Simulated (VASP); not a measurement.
# HfIn2Se5 (P3m1) in VASP: notebook

The runs below take HfIn2Se5 through equation of state, with PBE.

Everything below comes from runs of VASP 6.6.1. Logs are shortened: lines on timing, memory, paths and dates and some standing lists are left out, and cuts for length are marked.

## (1) The crystal as given

The structure is trigonal, space group P3m1 (No. 156). The conventional cell has a = 3.965 Å, b = 3.965 Å, c = 17.637 Å, α = 90.00°, β = 90.00°, γ = 120.00°. Around Hf (site symmetry 3m) lie 6 Se at 2.72 to 2.73 Å. In (site symmetry 3m) has 4 Se at 2.55 to 2.64 Å as nearest neighbours. Around In (site symmetry 3m) lie 6 Se at 2.68 to 2.86 Å. Around Se (site symmetry 3m) lie 3 In at 2.64 Å. Se (site symmetry 3m) has 4 In at 2.55 to 2.86 Å as nearest neighbours. Se (site symmetry 3m) has 3 In at 2.68 Å as nearest neighbours. Around Se (site symmetry 3m) lie 3 Hf at 2.72 Å. Se (site symmetry 3m) is surrounded by 3 Hf at 2.73 Å.

The cell was built by a generator and needn't be a form met in nature.

## (2) Equation of state, PBE, 30.02 Å³/atom

INCAR reads:

```
SYSTEM = HfIn2Se5
ALGO     = Normal         ! electronic algorithm
EDIFF    = 1E-6           ! SCF threshold, eV
EDIFFG   = -0.02          ! ionic threshold
ENCUT    = 520            ! plane-wave cutoff, eV
GGA      = PE             ! functional
IBRION   = 2              ! ionic algorithm
ISIF     = 4              ! what is computed and relaxed
ISMEAR   = 0              ! smearing method
KPAR     = 4            
LASPH    = .True.         ! aspherical terms in the spheres
LCHARG   = .False.        ! write CHGCAR
LREAL    = .False.        ! projectors in reciprocal space
LWAVE    = .False.        ! write WAVECAR
NELM     = 100            ! most SCF steps
NSW      = 30             ! ionic steps
PREC     = Accurate       ! precision mode
SIGMA    = 0.03           ! smearing width, eV
```

KPOINTS reads:

```
k-points
0
Gamma
  8 8 2
  0 0 0
```

POSCAR reads:

```
HfIn2Se5
1.0
    3.9654010000      0.0000000000      0.0000000000
   -1.9827010000      3.4341380000      0.0000000000
    0.0000000000      0.0000000000     17.6374300000
Hf In Se
1 2 5
Direct
    0.0000000000      0.0000000000      0.0000810000
    0.6666670000      0.3333330000      0.6219470000
    0.3333330000      0.6666670000      0.3803090000
    0.0000000000      0.0000000000      0.6965050000
    0.6666670000      0.3333330000      0.4775420000
    0.0000000000      0.0000000000      0.3016080000
    0.3333330000      0.6666670000      0.0835650000
    0.6666670000      0.3333330000      0.9154760000
```

Potentials or basis: VASP PAW PBE potentials, release 64 (Hf_pv, In_d, Se).

Command:

```console
> cat potpaw_PBE.64/Hf_pv/POTCAR potpaw_PBE.64/In_d/POTCAR potpaw_PBE.64/Se/POTCAR > POTCAR
> mpirun -np 4 vasp_std > vasp.out
```

OUTCAR:

```text
SYSTEM = HfIn2Se5
   EDIFF = 1E-6
   EDIFFG = -0.02
   ENCUT = 520
   GGA = PE
   IBRION = 2
   ISIF = 4
   ISMEAR = 0
   LASPH = .True.
   LREAL = .False.
   NELM = 100
   NSW = 30
   PREC = Accurate

 ion  position               nearest neighbor table
   1  0.000  0.000  0.000-   7 2.72   7 2.72   7 2.72   8 2.73   8 2.73   8 2.73
   2  0.667  0.333  0.622-   5 2.55   4 2.64   4 2.64   4 2.64
   3  0.333  0.667  0.380-   6 2.68   6 2.68   6 2.68   5 2.86   5 2.86   5 2.86
   4  0.000  0.000  0.697-   2 2.64   2 2.64   2 2.64
   5  0.667  0.333  0.478-   2 2.55   3 2.86   3 2.86   3 2.86
   6  0.000  0.000  0.302-   3 2.68   3 2.68   3 2.68
   7  0.333  0.667  0.084-   1 2.72   1 2.72   1 2.72
   8  0.667  0.333  0.915-   1 2.73   1 2.73   1 2.73

  LATTYP: Found a hexagonal cell.
 ALAT       =     3.9654010000
 C/A-ratio  =     4.4478301186

  Lattice vectors:

 A1 = (   3.9654010000,   0.0000000000,   0.0000000000)
 A2 = (  -1.9827010000,   3.4341380000,   0.0000000000)
 A3 = (   0.0000000000,   0.0000000000,  17.6374300000)

Analysis of symmetry for initial positions (statically):
=====================================================================
 Subroutine PRICEL returns:
 Original cell was already a primitive cell.

 Routine SETGRP: Setting up the symmetry group for a
 hexagonal supercell.

 Subroutine GETGRP returns: Found  6 space group operations
 (whereof  6 operations were pure point group operations)
 out of a pool of 24 trial point group operations.

The static configuration has the point symmetry C_3v.

Analysis of symmetry for dynamics (positions and initial velocities):
=====================================================================
 Subroutine PRICEL returns:
 Original cell was already a primitive cell.

 Routine SETGRP: Setting up the symmetry group for a
 hexagonal supercell.

 Subroutine GETGRP returns: Found  6 space group operations
 (whereof  6 operations were pure point group operations)
 out of a pool of 24 trial point group operations.

The dynamic configuration has the point symmetry C_3v.

 Subroutine INISYM returns: Found  6 space group operations
 (whereof  6 operations are pure point group operations),
 and found     1 'primitive' translations

[... 106 lines left out ...]
   NFREE  =      1    steps in history (QN), initial steepest desc. (CG)
   ISIF   =      4    stress and relaxation
   ISYM   =      2    0-nonsym 1-usesym 2-fastsym
   POTIM  = 0.5000    time-step for ionic-motion
   TEBEG  =    0.0;   TEEND  =   0.0 temperature during run
   PSTRESS=    0.0 pullay stress
   NELECT =      66.0000    total number of electrons
   NUPDOWN=      -1.0000    fix difference up-down
   EMIN   =  10.00;   EMAX   =-10.00  energy-range for DOS
   EFERMI =   0.00;   METHOD = LEGACY
   ISMEAR =     0;   SIGMA  =   0.03  broadening in eV -4-tet -1-fermi 0-gaus
   EFERMI_NEDOS =   21; number of points for ismear=-14 and -15
   IALGO  =     38    algorithm
   IMIX   =      4    mixing-type and parameters
     AMIX     =   0.40;   BMIX     =  1.00
     AMIX_MAG =   1.60;   BMIX_MAG =  1.00
  volume/ion in A,a.u.               =      30.02       202.60
  Fermi-wavevector in a.u.,A,eV,Ry     =   1.064329  2.011291 15.412642  1.132797
  Thomas-Fermi vector in A             =   2.199844
   LORBIT       =      0    0 simple, 1 ext, 2 COOP (PROOUT), +10 PAW based schemes
   GGA     = PE    functional components
   LHFCALC =     F    Hartree Fock is set to
   AEXX    =    0.0000 exact exchange contribution
   IVDW    =     0    specifies the selected vdW correction
   LEPSILON=     F    determine dielectric tensor
   LRPA    =     F    only Hartree local field effects (RPA)
 conjugate gradient relaxation of ions
 non-spin polarized calculation
 Gauss-broadening in eV      SIGMA  =   0.03
  energy-cutoff  :      520.00
  volume of cell :      240.18
 maximum number of plane-waves:      6522
 NGX is ok and might be reduce to    30
   NGX = 15   NGY = 15   NGZ = 65

 number of electron      65.9999991 magnetization

 Free energy of the ion-electron system (eV)
  ---------------------------------------------------
  ext. energy  EPLUGINS =         0.00000000
  ---------------------------------------------------
  free energy    TOTEN  =       -38.92269603 eV

  energy without entropy =      -38.92269603  energy(sigma->0) =      -38.92269603

 E-fermi :   2.7314     XC(G=0):  -8.5934

 val. band max:        2.5430475074   @ k =   0.1250   0.0000   0.5000
 cond. band min:       3.2735459859   @ k =   0.5000   0.0000   0.5000
 fundamental gap:      0.7304984785
 Fermi energy:         2.7314330518

 k-point     1 :       0.0000    0.0000    0.0000
  band No.  band energies     occupation
      1     -29.1964      2.00000
      2     -29.1171      2.00000
      3     -29.1171      2.00000
      4     -12.2911      2.00000
      5     -12.1717      2.00000
      6     -12.1717      2.00000
[... 829 lines left out ...]
     38       5.1034      0.00000
     39       6.3168      0.00000

------------------------ aborting loop because EDIFF is reached ----------------------------------------

  FORCE on cell =-STRESS in cart. coord.  units (eV):
  Direction    XX          YY          ZZ          XY          YZ          ZX
  --------------------------------------------------------------------------------------
  -------------------------------------------------------------------------------------
  Total        0.0023583      0.0023583     -0.0041577     -0.0000000      0.0000000      0.0000000
  in kB        0.0157315      0.0157315     -0.0277346     -0.0000000      0.0000000      0.0000000
  external PRESSURE =       0.0012428 kB  Pullay stress =       0.0000000 kB

 VOLUME and BASIS-vectors are now :
 -----------------------------------------------------------------------------
  energy-cutoff  :      520.00
  volume of cell :      240.18
      direct lattice vectors                 reciprocal lattice vectors
     3.965401000  0.000000000  0.000000000     0.252181305  0.145596981  0.000000000
    -1.982701000  3.434138000  0.000000000     0.000000000  0.291193889  0.000000000
     0.000000000  0.000000000 17.637430000     0.000000000  0.000000000  0.056697603

 POSITION                                       TOTAL-FORCE (eV/Angst)
 -----------------------------------------------------------------------------------
      0.00000      0.00000      0.00143        -0.000000      0.000000      0.000560
      1.98270      1.14471     10.96955        -0.000000      0.000000     -0.004686
     -0.00000      2.28943      6.70767        -0.000000      0.000000      0.001051
      0.00000      0.00000     12.28456        -0.000000      0.000000     -0.001199
      1.98270      1.14471      8.42261        -0.000000      0.000000      0.000758
      0.00000      0.00000      5.31959        -0.000000      0.000000      0.003759
     -0.00000      2.28943      1.47387         0.000000     -0.000000     -0.001031
      1.98270      1.14471     16.14664         0.000000     -0.000000      0.000787
 -----------------------------------------------------------------------------------
    total drift:                               -0.000897      0.000519     -0.000351

  FREE ENERGIE OF THE ION-ELECTRON SYSTEM (eV)
  ---------------------------------------------------
  free  energy   TOTEN  =       -38.9226960307 eV

  energy  without entropy=      -38.9226960307  energy(sigma->0) =      -38.92269603

 reached required accuracy - stopping structural energy minimisation
```

OSZICAR:

```text
N       E                     dE             d eps       ncg     rms          rms(c)
DAV:   1     0.587817550269E+03    0.58782E+03   -0.29281E+04  1560   0.166E+03
DAV:   2     0.468579177263E+02   -0.54096E+03   -0.52554E+03  1650   0.412E+02
DAV:   3    -0.370471682603E+02   -0.83905E+02   -0.81088E+02  2026   0.163E+02
DAV:   4    -0.412917219460E+02   -0.42446E+01   -0.42094E+01  1840   0.383E+01
DAV:   5    -0.414759565002E+02   -0.18423E+00   -0.18404E+00  2118   0.860E+00    0.399E+01
DAV:   6    -0.390162593456E+02    0.24597E+01   -0.67172E+00  1826   0.219E+01    0.289E+01
DAV:   7    -0.391400447968E+02   -0.12379E+00   -0.44520E+00  2194   0.136E+01    0.405E+00
DAV:   8    -0.389194689323E+02    0.22058E+00   -0.12134E+00  2006   0.821E+00    0.346E+00
DAV:   9    -0.389243067355E+02   -0.48378E-02   -0.13466E-01  2153   0.168E+00    0.227E+00
DAV:  10    -0.389225372005E+02    0.17695E-02   -0.19067E-02  1979   0.102E+00    0.872E-01
DAV:  11    -0.389227084941E+02   -0.17129E-03   -0.27303E-03  1978   0.239E-01    0.618E-01
DAV:  12    -0.389226812353E+02    0.27259E-04   -0.77316E-04  2017   0.171E-01    0.945E-02
DAV:  13    -0.389226956325E+02   -0.14397E-04   -0.24868E-04  2282   0.723E-02    0.551E-02
DAV:  14    -0.389226966797E+02   -0.10472E-05   -0.20473E-05  1824   0.232E-02    0.466E-02
DAV:  15    -0.389226952986E+02    0.13810E-05   -0.92580E-06  1878   0.134E-02    0.140E-02
DAV:  16    -0.389226960307E+02   -0.73204E-06   -0.27118E-06  1518   0.794E-03
   1 F= -.38922696E+02 E0= -.38922696E+02  d E =-.389227E+02
```

Run time: 1.7 min. Hardware: 4 MPI ranks of AMD EPYC 7R43 (Zen 3), shared host; peak memory 0.43 GiB.

What came out:

* Free energy: -38.9227 eV
* Pressure: 0.0 GPa
* Largest force: 0.005 eV/Å
* Band gap on the k mesh: 0.73 eV, indirect (least direct gap 0.93 eV)

Caveat: spin-orbit coupling is left out, which moves the levels of the heavy elements; this functional lacks dispersion, which binds the layers, so the pressure and a relaxed spacing across them are unreliable.

## (3) Equation of state, PBE, 29.12 Å³/atom (volume scaled by 0.97)

INCAR is that of step 2.

KPOINTS is that of step 2.

Changes to POSCAR since step 2:

```diff
@@ -2,5 +2,5 @@
 1.0
-    3.9654010000      0.0000000000      0.0000000000
-   -1.9827010000      3.4341380000      0.0000000000
-    0.0000000000      0.0000000000     17.6374300000
+    3.9253437057      0.0000000000      0.0000000000
+   -1.9626723478      3.3994473656      0.0000000000
+    0.0000000000      0.0000000000     17.4592619601
 Hf In Se
```

Potentials or basis: VASP PAW PBE potentials, release 64 (Hf_pv, In_d, Se).

Command:

```console
> cat potpaw_PBE.64/Hf_pv/POTCAR potpaw_PBE.64/In_d/POTCAR potpaw_PBE.64/Se/POTCAR > POTCAR
> mpirun -np 4 vasp_std > vasp.out
```

Wall time 11 min (4 MPI ranks of AMD EPYC 7R43 (Zen 3), shared host); peak memory 0.45 GiB.

Results (log left out):

| Quantity | Value |
| --- | --- |
| Free energy | -38.9170 eV |
| Pressure | 0.3 GPa |
| Largest force | 0.011 eV/Å |
| Band gap on the k mesh | 0.71 eV, indirect (least direct gap 0.95 eV) |

Caveat: spin-orbit coupling is left out, which moves the levels of the heavy elements; this functional lacks dispersion, which binds the layers, so the pressure and a relaxed spacing across them are unreliable.

## (4) Equation of state, PBE, 30.92 Å³/atom (volume scaled by 1.03)

INCAR is that of step 3.

KPOINTS is that of step 3.

Changes to POSCAR since step 3:

```diff
@@ -2,5 +2,5 @@
 1.0
-    3.9253437057      0.0000000000      0.0000000000
-   -1.9626723478      3.3994473656      0.0000000000
-    0.0000000000      0.0000000000     17.4592619601
+    4.0046649496      0.0000000000      0.0000000000
+   -2.0023329797      3.4681415778      0.0000000000
+    0.0000000000      0.0000000000     17.8120693774
 Hf In Se
```

Command:

```console
> cat potpaw_PBE.64/Hf_pv/POTCAR potpaw_PBE.64/In_d/POTCAR potpaw_PBE.64/Se/POTCAR > POTCAR
> mpirun -np 4 vasp_std > vasp.out
```

Wall time 11 min (4 MPI ranks of AMD EPYC 7R43 (Zen 3), shared host); peak memory 0.45 GiB.

Results (log left out):

```
Free energy            : -38.9220 eV
Pressure               : -0.1 GPa
Largest force          : 0.019 eV/Å
Band gap on the k mesh : 0.74 eV, indirect (least direct gap 0.92 eV)
```

Caveat: spin-orbit coupling is left out, which moves the levels of the heavy elements; this functional lacks dispersion, which binds the layers, so the pressure and a relaxed spacing across them are unreliable.

## (5) Equation of state, PBE, 28.22 Å³/atom (volume scaled by 0.94)

INCAR is that of step 4.

KPOINTS is that of step 4.

Changes to POSCAR since step 4:

```diff
@@ -2,5 +2,5 @@
 1.0
-    4.0046649496      0.0000000000      0.0000000000
-   -2.0023329797      3.4681415778      0.0000000000
-    0.0000000000      0.0000000000     17.8120693774
+    3.8844517351      0.0000000000      0.0000000000
+   -1.9422263573      3.3640338802      0.0000000000
+    0.0000000000      0.0000000000     17.2773814214
 Hf In Se
```

Command:

```console
> cat potpaw_PBE.64/Hf_pv/POTCAR potpaw_PBE.64/In_d/POTCAR potpaw_PBE.64/Se/POTCAR > POTCAR
> mpirun -np 4 vasp_std > vasp.out
```

It took 12 min on 4 MPI ranks of AMD EPYC 7R43 (Zen 3), shared host; peak memory 0.41 GiB.

The run converged. Its results:

```
Free energy            : -38.8984 eV
Pressure               : 0.6 GPa
Largest force          : 0.019 eV/Å
Band gap on the k mesh : 0.69 eV, indirect (least direct gap 0.95 eV)
```

Caveat: spin-orbit coupling is left out, which moves the levels of the heavy elements; this functional lacks dispersion, which binds the layers, so the pressure and a relaxed spacing across them are unreliable.

## (6) Equation of state, PBE, 31.82 Å³/atom (volume scaled by 1.06)

INCAR is that of step 5.

KPOINTS is that of step 5.

Changes to POSCAR since step 5:

```diff
@@ -2,5 +2,5 @@
 1.0
-    3.8844517351      0.0000000000      0.0000000000
-   -1.9422263573      3.3640338802      0.0000000000
-    0.0000000000      0.0000000000     17.2773814214
+    4.0431737056      0.0000000000      0.0000000000
+   -2.0215873626      3.5014911388      0.0000000000
+    0.0000000000      0.0000000000     17.9833497826
 Hf In Se
```

Potentials or basis: VASP PAW PBE potentials, release 64 (Hf_pv, In_d, Se).

Command:

```console
> cat potpaw_PBE.64/Hf_pv/POTCAR potpaw_PBE.64/In_d/POTCAR potpaw_PBE.64/Se/POTCAR > POTCAR
> mpirun -np 4 vasp_std > vasp.out
```

Wall time 12 min (4 MPI ranks of AMD EPYC 7R43 (Zen 3), shared host); peak memory 0.46 GiB.

The run converged. Its results:

```
Free energy            : -38.9189 eV
Pressure               : -0.1 GPa
Largest force          : 0.016 eV/Å
Band gap on the k mesh : 0.75 eV, indirect (least direct gap 0.91 eV)
```

Caveat: spin-orbit coupling is left out, which moves the levels of the heavy elements; this functional lacks dispersion, which binds the layers, so the pressure and a relaxed spacing across them are unreliable.

## (7) Equation of state, PBE, 27.32 Å³/atom (volume scaled by 0.91)

INCAR is that of step 6.

KPOINTS is that of step 6.

Changes to POSCAR since step 6:

```diff
@@ -2,5 +2,5 @@
 1.0
-    4.0431737056      0.0000000000      0.0000000000
-   -2.0215873626      3.5014911388      0.0000000000
-    0.0000000000      0.0000000000     17.9833497826
+    3.8426801995      0.0000000000      0.0000000000
+   -1.9213405843      3.3278586692      0.0000000000
+    0.0000000000      0.0000000000     17.0915887273
 Hf In Se
```

Command:

```console
> cat potpaw_PBE.64/Hf_pv/POTCAR potpaw_PBE.64/In_d/POTCAR potpaw_PBE.64/Se/POTCAR > POTCAR
> mpirun -np 4 vasp_std > vasp.out
```

Run time: 12 min. Hardware: 4 MPI ranks of AMD EPYC 7R43 (Zen 3), shared host; peak memory 0.42 GiB.

The run converged. Its results:

```yaml
Free_energy: -38.8564 eV
Pressure: 1.3 GPa
Largest_force: 0.008 eV/Å
Band_gap_on_the_k_mesh: 0.65 eV, indirect (least direct gap 0.92 eV)
```

Caveat: spin-orbit coupling is left out, which moves the levels of the heavy elements; this functional lacks dispersion, which binds the layers, so the pressure and a relaxed spacing across them are unreliable.

## (8) Equation of state, PBE, 32.72 Å³/atom (volume scaled by 1.09)

INCAR is that of step 7.

KPOINTS is that of step 7.

Changes to POSCAR since step 7:

```diff
@@ -2,5 +2,5 @@
 1.0
-    3.8426801995      0.0000000000      0.0000000000
-   -1.9213405843      3.3278586692      0.0000000000
-    0.0000000000      0.0000000000     17.0915887273
+    4.0809625661      0.0000000000      0.0000000000
+   -2.0404817976      3.5342172519      0.0000000000
+    0.0000000000      0.0000000000     18.1514282142
 Hf In Se
```

Command:

```console
> cat potpaw_PBE.64/Hf_pv/POTCAR potpaw_PBE.64/In_d/POTCAR potpaw_PBE.64/Se/POTCAR > POTCAR
> mpirun -np 4 vasp_std > vasp.out
```

Wall time 14 min (4 MPI ranks of AMD EPYC 7R43 (Zen 3), shared host); peak memory 0.46 GiB.

Results (log left out):

| Quantity | Value |
| --- | --- |
| Free energy | -38.9149 eV |
| Pressure | -0.2 GPa |
| Largest force | 0.009 eV/Å |
| Band gap on the k mesh | 0.75 eV, indirect (least direct gap 0.90 eV) |

Caveat: spin-orbit coupling is left out, which moves the levels of the heavy elements; this functional lacks dispersion, which binds the layers, so the pressure and a relaxed spacing across them are unreliable.
